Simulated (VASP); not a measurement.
Ba:

```
CELL_PARAMETERS angstrom
-2.50650 2.50650 2.50650
2.50650 -2.50650 2.50650
2.50650 2.50650 -2.50650
ATOMIC_POSITIONS crystal
Ba 0.00000 0.00000 0.00000
```

* Program: VASP 6.6.1
* Task: relaxation of cell and atoms
* Functional: PBE
* Dispersion: D3(BJ)
* Potentials or basis: VASP PAW PBE potentials, release 64 (Ba_sv)
* Cutoff: 600 eV
* k mesh: 12 × 12 × 12
* Occupations: methfessel-paxton, width 0.1 eV
* Spin: no spin polarisation

At the start: pressure -0.4 GPa; volume 62.99 Å³/atom.

How do energy, volume and symmetry change on relaxing?

Over 3 steps the energy falls by 3.9 meV/atom and the volume is 60.04 Å³/atom (-4.7 %); space group Im-3m (No. 229, to 0.05 Å).

The path:
```
step  energy change (eV)  largest force (eV/Å)  pressure (GPa)  volume (Å³)
   1              0.0000                0.0000           -0.40        62.99
   2             -0.0028                0.0000           -0.22        61.55
   3             -0.0039                0.0000           -0.01        60.04
```

Final structure:
```yaml
crystal:
  lattice:
    - [-2.46680, 2.46680, 2.46680]
    - [2.46680, -2.46680, 2.46680]
    - [2.46680, 2.46680, -2.46680]
  atoms:
    - { symbol: Ba, position: [0.00000, 0.00000, 0.00000] }
```

Caveat: pairwise dispersion overbinds metals, which lowers pressure and volume.
